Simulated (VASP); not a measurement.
Data:

Space group Fm-3m (No. 225); a = 4.7947 Å, b = 4.7947 Å, c = 4.7947 Å, α = 90.00°, β = 90.00°, γ = 90.00°

| atom | site | symmetry | x | y | z |
|---|---|---|---|---|---|
| Ca | 4a | m-3m | 0.0000 | 0.0000 | 0.0000 |
| O | 4b | m-3m | 0.5000 | 0.5000 | 0.5000 |
(The calculation used a cell of 2 atoms; values per cell refer to that cell.)

These are PBE GGA with D3 dispersion (Becke-Johnson damping), VASP's PBE PAW potentials (set 64) (plane waves; VASP) values and carry that method's errors. Run with 520 eV cut-off, 10×10×10 Γ-centred mesh, Gaussian smearing of 0.050 eV, potentials Ca_sv O.

Problem. Give the energy at these volumes per atom, relative to the lowest: 12.93, 13.34, 13.76, 14.17, 14.58 Å³.

Solution. 20.4, 5.0, 0.0, 3.7, 14.8 meV/atom. A third-order Birch-Murnaghan fit gives B0 = 112 GPa and B0′ = 4.4.

Measured: a 4.781 Å at 0 K (computed value off by +0.3 %), as given by Wei Chen et al., Physical Review Materials (2018), doi:10.1103/physrevmaterials.2.073803 [zero-point anharmonic expansion removed].

The compound is CaO in the rock salt structure. It was relaxed first.
